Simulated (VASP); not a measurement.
VASP input:

### POSCAR
```
Ni3Fe
1.0
  3.5500000000   0.0000000000   0.0000000000
  0.0000000000   3.5500000000   0.0000000000
  0.0000000000   0.0000000000   3.5500000000
Fe Ni
1 3
direct
  0.0000000000   0.0000000000   0.0000000000
  0.0000000000   0.5000000000   0.5000000000
  0.5000000000   0.0000000000   0.5000000000
  0.5000000000   0.5000000000   0.0000000000
```

INCAR:
```
! general
SYSTEM =Ni3Fe
PREC   =Accurate
ENCUT  =400
LREAL  =.FALSE.   ! projection in real space or not
LASPH  =.TRUE.

! electronic loop
EDIFF  =1E-6
NELM   =100   ! most electronic steps
ALGO   =Normal   ! blocked Davidson
LMAXMIX=4

! smearing
ISMEAR =1   ! Methfessel-Paxton
SIGMA  =0.1   ! width (eV)

! functional
GGA    =PE   ! PBE

! spin
ISPIN  =1

! ions
ISIF   =2   ! forces and stress, cell fixed

! output
LWAVE  =.FALSE.
LCHARG =.FALSE.
LORBIT =10
```

KPOINTS:
```
Automatic mesh
0
Gamma
8 8 8
0 0 0
```

POTCAR, in this order: Fe Ni (PBE.64 set). Program: vasp_std.

Q: Translate this PBE calculation to Quantum ESPRESSO's pw.x.

A: One equivalent input (not run):
```
&CONTROL
  calculation = 'scf'
  pseudo_dir = './pseudo'
  outdir = './out'
  tprnfor = .true.
  tstress = .true.
/
&SYSTEM
  ibrav = 0
  nat = 4
  ntyp = 2
  ecutwfc = 98
  occupations = 'smearing'
  smearing = 'methfessel-paxton'
  degauss = 0.00735
  input_dft = 'pbe'
/
&ELECTRONS
  conv_thr = 7.3e-08
  electron_maxstep = 100
/
ATOMIC_SPECIES
  Fe 55.845 Fe.upf
  Ni 58.693 Ni.upf
CELL_PARAMETERS angstrom
     3.5500000    0.0000000    0.0000000
     0.0000000    3.5500000    0.0000000
     0.0000000    0.0000000    3.5500000
ATOMIC_POSITIONS crystal
  Fe   0.0000000  0.0000000  0.0000000
  Ni   0.0000000  0.5000000  0.5000000
  Ni   0.5000000  0.0000000  0.5000000
  Ni   0.5000000  0.5000000  0.0000000
K_POINTS automatic
  8 8 8 0 0 0
```
Limits of the translation: the potentials are each code's own (VASP's PAW set, PseudoDojo norm-conserving files in pw.x), so ENCUT and ecutwfc are chosen apart and not converted; conv_thr bounds pw.x's estimated SCF error, while EDIFF bounds the energy change between steps.

The compound is Ni3Fe in the L1_2 structure. The cell was not relaxed at this level. The run is one of a series of settings (ISPIN = 1, the spin start removed against the base run), some of them coarse on purpose.
